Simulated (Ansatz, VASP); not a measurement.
## Cross-check of Al7Ga11N18 (random wurtzite alloy of AlN and GaN) between VASP and Ansatz

Wanted: the spread between two codes on one cell, functional and k mesh. The cell is taken from a series of runs on this material, whose earlier steps may have relaxed, scaled, displaced or heated it; both programs get it as it stands.

Main program and level: Ansatz 0.2.0; plane waves, with VASP 6.6.1 beside it; single point at revPBE.

**1. The structure**

The cell holds 72 atoms: 22 Ga, 36 N and 14 Al. Its edges and angles: a = 9.477 Å, b = 9.477 Å, c = 10.212 Å, α = 90.0°, β = 90.0°, γ = 120.0°. It derives from AlN (wurtzite), repeated 3×3×2. Wurtzite AlN, 3 x 3 x 2 conventional cells, 22 of 36 Al sites given to Ga at random (x = 0.611), lattice by Vegard's rule (a = 3.159 A, c = 5.106 A); (so at first; earlier steps may have moved the atoms), displaced by a Gaussian of 0.02 A.

Coordinates:

```cif
data_structure
_symmetry_space_group_name_H-M 'P 1'
_symmetry_Int_Tables_number 1
_cell_length_a 9.4773
_cell_length_b 9.4773
_cell_length_c 10.2122
_cell_angle_alpha 90.000
_cell_angle_beta 90.000
_cell_angle_gamma 120.000
_cell_volume 794.36
loop_
_atom_site_label
_atom_site_type_symbol
_atom_site_fract_x
_atom_site_fract_y
_atom_site_fract_z
_atom_site_occupancy
Ga1 Ga 0.00345 0.00285 0.99382 1
Ga2 Ga 0.00484 0.00347 0.49595 1
Ga3 Ga 0.99753 0.32627 0.00318 1
Ga4 Ga 0.11591 0.55888 0.25454 1
Ga5 Ga 0.00454 0.32835 0.50655 1
Ga6 Ga 0.99646 0.67015 0.99153 1
Ga7 Ga 0.00399 0.67022 0.49834 1
Ga8 Ga 0.10654 0.88625 0.75311 1
Ga9 Ga 0.34139 0.00662 0.49913 1
Ga10 Ga 0.33320 0.33455 0.49918 1
Ga11 Ga 0.44962 0.55323 0.74856 1
Ga12 Ga 0.33574 0.67132 0.00192 1
Ga13 Ga 0.45572 0.89885 0.24588 1
Ga14 Ga 0.43639 0.88055 0.75210 1
Ga15 Ga 0.65360 0.00329 0.99979 1
Ga16 Ga 0.78575 0.23073 0.24708 1
Ga17 Ga 0.67123 0.00462 0.49641 1
Ga18 Ga 0.77333 0.22360 0.75667 1
Ga19 Ga 0.66992 0.34105 0.49828 1
Ga20 Ga 0.66414 0.66278 0.99806 1
Ga21 Ga 0.77248 0.88260 0.24746 1
Ga22 Ga 0.77114 0.88250 0.74785 1
N23 N 0.11282 0.22404 0.06085 1
N24 N 0.00584 0.00302 0.30426 1
N25 N 0.11990 0.22514 0.56835 1
N26 N 0.99706 0.00564 0.80361 1
N27 N 0.10796 0.55947 0.05153 1
N28 N 0.00933 0.33234 0.31530 1
N29 N 0.12274 0.56006 0.56435 1
N30 N 0.00318 0.33623 0.80209 1
N31 N 0.11119 0.88433 0.06354 1
N32 N 0.00349 0.67671 0.30943 1
N33 N 0.11500 0.89226 0.55731 1
N34 N 0.99035 0.65875 0.80513 1
N35 N 0.43190 0.21512 0.06053 1
N36 N 0.33765 0.00731 0.30615 1
N37 N 0.45520 0.21914 0.57337 1
N38 N 0.32697 0.00457 0.82028 1
N39 N 0.43241 0.54854 0.07473 1
N40 N 0.33067 0.33156 0.29447 1
N41 N 0.45389 0.55739 0.55565 1
N42 N 0.33045 0.31920 0.81772 1
N43 N 0.42520 0.88430 0.06088 1
N44 N 0.34606 0.67489 0.32312 1
N45 N 0.44492 0.88602 0.55546 1
N46 N 0.32030 0.65653 0.80734 1
N47 N 0.77405 0.23290 0.05715 1
N48 N 0.67679 0.01582 0.30741 1
N49 N 0.78660 0.23178 0.56570 1
N50 N 0.66661 0.00022 0.81671 1
N51 N 0.77375 0.55288 0.06182 1
N52 N 0.66768 0.33719 0.30615 1
N53 N 0.78319 0.55984 0.56545 1
N54 N 0.66191 0.33442 0.81349 1
N55 N 0.77982 0.89630 0.05605 1
N56 N 0.65557 0.64434 0.31297 1
N57 N 0.78074 0.88398 0.55957 1
N58 N 0.67137 0.65788 0.80930 1
Al59 Al 0.09862 0.21699 0.25306 1
Al60 Al 0.10694 0.22120 0.75124 1
Al61 Al 0.11174 0.55339 0.75173 1
Al62 Al 0.11116 0.88688 0.25286 1
Al63 Al 0.32678 0.00411 0.99989 1
Al64 Al 0.44958 0.22551 0.24929 1
Al65 Al 0.44252 0.21843 0.75859 1
Al66 Al 0.32970 0.32805 0.00622 1
Al67 Al 0.44865 0.55499 0.25203 1
Al68 Al 0.33403 0.66929 0.50341 1
Al69 Al 0.65793 0.33044 0.99923 1
Al70 Al 0.78153 0.56016 0.25260 1
Al71 Al 0.77250 0.55093 0.74897 1
Al72 Al 0.67006 0.66228 0.50524 1
```

**2. Ansatz: single point, revPBE**

Ansatz runs on its default PAW (the set named soft_2) files.

A single point gives forces, pressure and levels at one fixed geometry, so differences don't come from the geometry; what else differs is listed under the comparison.

Input file input.yaml:

```yaml
crystal:
  lattice:
    - [9.4773, 0.0, 0.0]
    - [-4.73865, 8.20758, 0.0]
    - [0.0, 0.0, 10.2122]
  atoms:
    - { symbol: Ga, position: [0.00345, 0.00285, 0.99382] }
    - { symbol: "N", position: [0.11282, 0.22404, 0.06085] }
    - { symbol: Al, position: [0.09862, 0.21699, 0.25306] }
    - { symbol: "N", position: [0.00584, 0.00302, 0.30426] }
    - { symbol: Ga, position: [0.00484, 0.00347, 0.49595] }
    - { symbol: "N", position: [0.1199, 0.22514, 0.56835] }
    - { symbol: Al, position: [0.10694, 0.2212, 0.75124] }
    - { symbol: "N", position: [0.99706, 0.00564, 0.80361] }
    - { symbol: Ga, position: [0.99753, 0.32627, 0.00318] }
    - { symbol: "N", position: [0.10796, 0.55947, 0.05153] }
    - { symbol: Ga, position: [0.11591, 0.55888, 0.25454] }
    - { symbol: "N", position: [0.00933, 0.33234, 0.3153] }
    - { symbol: Ga, position: [0.00454, 0.32835, 0.50655] }
    - { symbol: "N", position: [0.12274, 0.56006, 0.56435] }
    - { symbol: Al, position: [0.11174, 0.55339, 0.75173] }
    - { symbol: "N", position: [0.00318, 0.33623, 0.80209] }
    - { symbol: Ga, position: [0.99646, 0.67015, 0.99153] }
    - { symbol: "N", position: [0.11119, 0.88433, 0.06354] }
    - { symbol: Al, position: [0.11116, 0.88688, 0.25286] }
    - { symbol: "N", position: [0.00349, 0.67671, 0.30943] }
    - { symbol: Ga, position: [0.00399, 0.67022, 0.49834] }
    - { symbol: "N", position: [0.115, 0.89226, 0.55731] }
    - { symbol: Ga, position: [0.10654, 0.88625, 0.75311] }
    - { symbol: "N", position: [0.99035, 0.65875, 0.80513] }
    - { symbol: Al, position: [0.32678, 0.00411, 0.99989] }
    - { symbol: "N", position: [0.4319, 0.21512, 0.06053] }
    - { symbol: Al, position: [0.44958, 0.22551, 0.24929] }
    - { symbol: "N", position: [0.33765, 0.00731, 0.30615] }
    - { symbol: Ga, position: [0.34139, 0.00662, 0.49913] }
    - { symbol: "N", position: [0.4552, 0.21914, 0.57337] }
    - { symbol: Al, position: [0.44252, 0.21843, 0.75859] }
    - { symbol: "N", position: [0.32697, 0.00457, 0.82028] }
    - { symbol: Al, position: [0.3297, 0.32805, 0.00622] }
    - { symbol: "N", position: [0.43241, 0.54854, 0.07473] }
    - { symbol: Al, position: [0.44865, 0.55499, 0.25203] }
    - { symbol: "N", position: [0.33067, 0.33156, 0.29447] }
    - { symbol: Ga, position: [0.3332, 0.33455, 0.49918] }
    - { symbol: "N", position: [0.45389, 0.55739, 0.55565] }
    - { symbol: Ga, position: [0.44962, 0.55323, 0.74856] }
    - { symbol: "N", position: [0.33045, 0.3192, 0.81772] }
    - { symbol: Ga, position: [0.33574, 0.67132, 0.00192] }
    - { symbol: "N", position: [0.4252, 0.8843, 0.06088] }
    - { symbol: Ga, position: [0.45572, 0.89885, 0.24588] }
    - { symbol: "N", position: [0.34606, 0.67489, 0.32312] }
    - { symbol: Al, position: [0.33403, 0.66929, 0.50341] }
    - { symbol: "N", position: [0.44492, 0.88602, 0.55546] }
    - { symbol: Ga, position: [0.43639, 0.88055, 0.7521] }
    - { symbol: "N", position: [0.3203, 0.65653, 0.80734] }
    - { symbol: Ga, position: [0.6536, 0.00329, 0.99979] }
    - { symbol: "N", position: [0.77405, 0.2329, 0.05715] }
    - { symbol: Ga, position: [0.78575, 0.23073, 0.24708] }
    - { symbol: "N", position: [0.67679, 0.01582, 0.30741] }
    - { symbol: Ga, position: [0.67123, 0.00462, 0.49641] }
    - { symbol: "N", position: [0.7866, 0.23178, 0.5657] }
    - { symbol: Ga, position: [0.77333, 0.2236, 0.75667] }
    - { symbol: "N", position: [0.66661, 0.00022, 0.81671] }
    - { symbol: Al, position: [0.65793, 0.33044, 0.99923] }
    - { symbol: "N", position: [0.77375, 0.55288, 0.06182] }
    - { symbol: Al, position: [0.78153, 0.56016, 0.2526] }
    - { symbol: "N", position: [0.66768, 0.33719, 0.30615] }
    - { symbol: Ga, position: [0.66992, 0.34105, 0.49828] }
    - { symbol: "N", position: [0.78319, 0.55984, 0.56545] }
    - { symbol: Al, position: [0.7725, 0.55093, 0.74897] }
    - { symbol: "N", position: [0.66191, 0.33442, 0.81349] }
    - { symbol: Ga, position: [0.66414, 0.66278, 0.99806] }
    - { symbol: "N", position: [0.77982, 0.8963, 0.05605] }
    - { symbol: Ga, position: [0.77248, 0.8826, 0.24746] }
    - { symbol: "N", position: [0.65557, 0.64434, 0.31297] }
    - { symbol: Al, position: [0.67006, 0.66228, 0.50524] }
    - { symbol: "N", position: [0.78074, 0.88398, 0.55957] }
    - { symbol: Ga, position: [0.77114, 0.8825, 0.74785] }
    - { symbol: "N", position: [0.67137, 0.65788, 0.8093] }
kpoints:
  mp_grid: { grid: [1, 1, 1] }
hamiltonian:
  xc: revpbe
scf:
  occupations: { method: fermi_dirac, width: 0.025 }
output:
  forces: true
  stress: true
  populations: true
  dos:
    method: { smearing: { sigma: 0.1 } }
    de: 0.1
    projected: { site_lists: { Al: [Al], Ga: [Ga], "N": ["N"] } }
  eigenvalues: true
  write_density: true
  write_potential: true
  volumetric_format: npy
  elf: true
```

The run is started by

```
$ ansatz run input.yaml --threads 4 --pin off --max-ram 8192MiB --backend cpu --events-out ev --progress --plain --runs-dir out
```

Numbers of over 12 decimals in the logs are rounded to 6 here.

Log:

```text
Engine: ansatz 0.2.0, aarch64-unknown-linux-gnu
Pseudopotentials: kind: paw
Pseudopotential: Ga, paw, valence charge 13, recommended cutoff 420 eV (normal), Ga.paw.azcp
Pseudopotential: N, paw, valence charge 5, recommended cutoff 420 eV (normal), N.paw.azcp
Pseudopotential: Al, paw, valence charge 3, recommended cutoff 420 eV (normal), Al.paw.azcp
Functional definition: revPBE
  parameter kappa = 1.245
  parameter beta = 0.066725
  exchange = pbe_x(kappa = kappa, mu = beta*pi^2/3)
  correlation = pbe_c(beta = beta)
Crystal: 72 atoms, lattice volume = 794.363 Å³
Basis set: ecut = 420 eV, 15467 PW (Γ), exchange–correlation on 128×128×144 points (8 copies of the dense FFT grid, shifted against one another)
Bands: 326, of which v1, the nominal top of the filled ones, is band 254 counted from 1 (253 counted from 0)
Symmetry: 1 space group operations
Space group: P1 (ITA 1), of the structure as read, at distance tolerance 9.3e-5 Å
k-points: 1
Non-local potential: Ga, projectors of the file, l = 0: 2, l = 1: 2, l = 2: 3, l = 3: 1
Non-local potential: N, projectors of the file, l = 0: 2, l = 1: 2, l = 2: 1
Non-local potential: Al, projectors of the file, l = 0: 2, l = 1: 2, l = 2: 1
PAW form: soft (Blöchl's): semilocal exchange-correlation on the pseudo side does not see the compensation charge
PAW frozen core: Ga, regenerated for the run's functional, and the local potential with it (the file was generated under x = pbe(κ = 0.804, μ = 0.219515), c = pbe(β = 0.066725))
PAW frozen core: N, regenerated for the run's functional, and the local potential with it (the file was generated under x = pbe(κ = 0.804, μ = 0.219515), c = pbe(β = 0.066725))
PAW frozen core: Al, regenerated for the run's functional, and the local potential with it (the file was generated under x = pbe(κ = 0.804, μ = 0.219515), c = pbe(β = 0.066725))
PAW one-centre angular grid: Ga, 590 points (default); XC on 64 Gauss nodes
PAW one-centre angular grid: N, 110 points (default); XC on 64 Gauss nodes
PAW one-centre angular grid: Al, 110 points (default); XC on 64 Gauss nodes
Initial density: superposition of atomic densities (neutral atoms: chi_scale 0, normalization atom), corrected by the library's trained network
Initial wavefunctions: pseudopotential atomic-orbital guess
Functional: x = revpbe(κ = 1.245, μ = 0.219515), c = pbe(β = 0.066725)
SCF iter   1: F=—  HF=-104780.228209 eV  |F-HF|=—  |Δ(HF+E_count)|=         —  Δρ=6.39e-3  dr2=3.14e-1  ethr=1.77e-3  ⟨swp⟩=6.0  Hψ=1272  notcnv=0  defer=8
preconditioner: auto → Resta (q_TF=auto, 2.532 Å⁻¹)  ε∞=4.5  [insulator: Δε(μ)=2.621 eV  Ē_g=15.888 eV  σ=0.025 eV  W_gap=1.00  n_scr=212 (ndim 8)  ℏωp=29.7 eV  f_vac=0.000  D(μ)=0.00/eV (n_scr^D=0)  ε∞_Penn≈4.5]
SCF iter   2: F=—  HF=-104780.167993 eV  |F-HF|=—  |Δ(HF+E_count)|=   6.02e-2  Δρ=2.99e-3  dr2=6.83e-2  ethr=6.17e-5  ⟨swp⟩=2.0  Hψ=624  notcnv=0  defer=65
SCF iter   3: F=—  HF=-104780.163315 eV  |F-HF|=—  |Δ(HF+E_count)|=   4.68e-3  Δρ=1.05e-3  dr2=6.47e-3  ethr=1.34e-5  ⟨swp⟩=3.0  Hψ=522  notcnv=0  defer=65
SCF iter   4: F=—  HF=-104780.162795 eV  |F-HF|=—  |Δ(HF+E_count)|=   5.20e-4  Δρ=3.59e-4  dr2=1.08e-3  ethr=1.27e-6  ⟨swp⟩=2.0  Hψ=445  notcnv=0  defer=65
SCF iter   5: F=—  HF=-104780.163329 eV  |F-HF|=—  |Δ(HF+E_count)|=   5.34e-4  Δρ=1.17e-4  dr2=1.03e-4  ethr=2.12e-7  ⟨swp⟩=2.0  Hψ=515  notcnv=0  defer=65
SCF iter   6: F=—  HF=-104780.163438 eV  |F-HF|=—  |Δ(HF+E_count)|=   1.10e-4  Δρ=2.55e-5  dr2=4.90e-6  ethr=2.03e-8  ⟨swp⟩=2.0  Hψ=515  notcnv=0  defer=65
SCF iter   7: F=—  HF=-104780.163890 eV  |F-HF|=—  |Δ(HF+E_count)|=   4.52e-4  Δρ=1.12e-5  dr2=7.30e-7  ethr=9.65e-10  ⟨swp⟩=2.0  Hψ=515  notcnv=0  defer=65
SCF iter   8: F=—  HF=-104780.163891 eV  |F-HF|=—  |Δ(HF+E_count)|=   3.10e-7  Δρ=4.89e-6  dr2=1.25e-7  ethr=1.44e-10  ⟨swp⟩=2.0  Hψ=515  notcnv=0  defer=65
SCF iter   9: F=-104780.163891 eV  HF=-104780.163891 eV  |F-HF|=1.94e-8  |Δ(HF+E_count)|=   7.35e-8  Δρ=1.52e-6  dr2=1.52e-8  ethr=1.97e-11  ⟨swp⟩=17.0  Hψ=2863  notcnv=0
SCF 1 converged in 9 iterations: F = -104780.163891 eV  dr2 = 1.52e-8
  greatest PAW one-centre occupation: 0.995 electrons in one spin orbital (limit 2), on the Ga atom at site 36 (counted from 0), in its partial waves of l = 2
SCF converged after 9 iterations
Free energy (F): -104780.163891 eV
Harris-Foulkes:  -104780.163891 eV  (|F-HF|=1.94e-8)
Internal energy: -104780.163891 eV  (E = F + TS)
E sigma→0 (E₀):  -104780.163891 eV
Fermi energy:    10.263127 eV
--- Per-component energies (eV) ---
  E_band       = 14.485556
  E_kinetic    = 7696.042686
  E_local      = -53539.952471  (includes V_loc(G=0)·N_el)
  E_nonlocal   = 11191.643979
  E_hartree    = 24530.501912
  E_xc         = -4267.390870
  E_vxc        = -4463.291036  (∫ρ·V_xc dr)
  E_paw        = -55137.820045  (= ΣΔE_a)
  E_vpaw       = -9930.969696  (= ΣTr[D̂ρ^β])
[...]
atom   3  Al     2.50971767     0.55206004    -1.33582153
  atom   4  N     -0.50336612    -0.78781653     0.33083998
  atom   5  Ga     0.05854323    -0.20982685     0.36928314
  atom   6  N     -0.26162412    -0.69296163    -0.20183991
  atom   7  Al     0.89758160     0.59486893     0.44030873
  atom   8  N      0.11689751    -0.56573170     0.35596407
  atom   9  Ga    -0.29010146     1.49605866    -1.24530430
  atom  10  N      0.37783280    -0.85776157     1.39675173
  atom  11  Ga     0.53582201     0.51026666    -0.87067216
  atom  12  N     -1.23417913     0.51195882    -0.25863876
  atom  13  Ga    -0.35551698     1.31156435     0.03819022
  atom  14  N     -0.67824212    -0.23402939     0.01649545
  atom  15  Al    -1.37227015    -0.31937364    -0.56876070
  atom  16  N      0.12062179    -0.41505008     0.91518868
  atom  17  Ga     0.09040429    -0.73809750     0.91856825
  atom  18  N     -0.55406127     0.99521980     0.08173230
  atom  19  Al     0.49902274     1.40361402    -0.87265398
  atom  20  N     -0.31202463    -1.34690872    -0.11487534
  atom  21  Ga     0.63885227    -0.25740755     0.68798881
  atom  22  N      0.19757190     0.11921531     0.53596159
  atom  23  Ga    -0.07069410     0.21625908    -0.94012531
  atom  24  N      0.58766079     0.02685291    -0.60586266
  atom  25  Al    -0.09798047    -0.98709175     0.91792891
  atom  26  N      1.55968135     0.92597455     0.22448191
[...]
atom  65  Ga    -0.60571254     0.25091531     0.97524763
  atom  66  N     -0.75892585    -0.83354200     0.24780112
  atom  67  Ga     0.49737852    -0.00988347     0.08896668
  atom  68  N      0.71689540     2.28720561     0.77706483
  atom  69  Al    -0.11807105     0.43672914    -1.00809965
  atom  70  N     -0.64114930    -0.05954105    -0.77766257
  atom  71  Ga     0.29080692     0.63770901     0.36260554
  atom  72  N     -1.17629303     0.75754351     0.02646285
  max |Σ_I F_I| component: 7.73e-5 eV/Å
--- Stress (GPa, compression-positive) ---
        9.073358      -0.069605      -0.141632
       -0.069607       9.522758       0.013909
       -0.141629       0.013891       7.812808
  P = ⅓ Tr σ = 8.8030 GPa (88.030 kbar)
--- Band table (eV) ---
  k-point 0: bands = [... 250 lower, 8.6828, 8.8799, 8.9259, 8.9636, 11.5570, 13.4702, 13.6096, 13.6617, ... 68 higher]
--- Löwdin populations: 72 sites ---
  site symbol       q [e]
     0     Ga     12.2228
     1      N      5.9026
     2     Al      1.8438
     3      N      5.9137
     4     Ga     12.2119
     5      N      5.8396
     6     Al      1.8436
     7      N      5.8441
     8     Ga     12.2149
     9      N      5.7609
    10     Ga     12.2243
    11      N      5.8496
    12     Ga     12.2065
    13      N      5.9188
    14     Al      1.8339
    15      N      5.9249
    16     Ga     12.2179
    17      N      5.9011
    18     Al      1.8379
    19      N      5.9156
    20     Ga     12.2092
    21      N      5.7684
    22     Ga     12.2116
    23      N      5.9030
[...]
64     Ga     12.2349
    65      N      5.7519
    66     Ga     12.2338
    67      N      5.9798
    68     Al      1.8562
    69      N      5.8335
    70     Ga     12.1935
    71      N      5.8457
  spilling = 0.003464 (of n_electrons = 508.000000)
```

Reading the cycles: dr2 is the Hartree energy of the density residual (eV), the measure of convergence; HF is the Harris–Foulkes estimate of the energy, which meets the free energy F at convergence.

[end of part 1 of 2]

[Lines on the potential files, build, host, timing and source positions are cut from VASP's logs without a mark.]

[Logs are printed without paths, hosts, clocks, repeated set-up lines and the standing remarks that a program may print on its own settings, such as how far it seeks lower states.]

[Hosts, paths, dates, database ids (printed as entryN), source tags and the programs' standing remarks are cut or masked in the printed files.]
